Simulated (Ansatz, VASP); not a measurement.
# Fitting the PBE energy curve of GeBi3

It takes space group Fm-3m (No. 225, cubic). The conventional cell has a = 7.734 Å, b = 7.734 Å, c = 7.734 Å, α = 90.00°, β = 90.00°, γ = 90.00°. Bi (site symmetry m-3m) has 8 Bi at 3.35 Å as nearest neighbours. Bi (site symmetry -43m) has 4 Bi at 3.35 Å and 4 Ge at 3.35 Å as nearest neighbours. Ge (site symmetry m-3m) is surrounded by 8 Bi at 3.35 Å.

The cell comes from a database or a generator and needn't be the stable form of this composition.

The cell was scaled at fixed shape and fractions and run with Ansatz, Ansatz PAW, cutoff 420 eV; PBE, k mesh 6 × 6 × 6 on the cell of 4 atoms, fermi-dirac occupations of 0.05 eV, no spin polarisation, no spin-orbit coupling. Energies are those that the program minimises, any entropy of the smearing included. For a metal such a mesh isn't converged to the digits shown.

```tsv
V (Å³/atom)	energy over the lowest row (meV/atom)
27.1744	33.92
27.7526	18.40
28.3308	7.84
28.9089	?
29.4871	0.00
30.0653	1.87
30.6435	7.09
```

Task: Fit the third-order Birch-Murnaghan form, give V0, B0 and B′, and predict the energy left open.

Result: With y = (V0/V)^(2/3), E = E0 + (9 V0 B0/16) [(y - 1)³ B′ + (y - 1)² (6 - 4y)]. Least squares through the rows shown give V0 = 29.4787 Å³/atom, E0 = 0.00 meV, B0 = 52.69 GPa (1 eV/Å³ = 160.218 GPa) and B′ = 4.02, with a largest miss of 0.02 meV. At V = 28.9089 the form with these constants gives 1.87 meV; the run gave 1.86 meV an atom. Other set-ups at this level, from all their volumes (Å³/atom, GPa): VASP, PBE PAW files Bi_d, Ge_d, 520 eV: V0 29.487, B0 52.79.
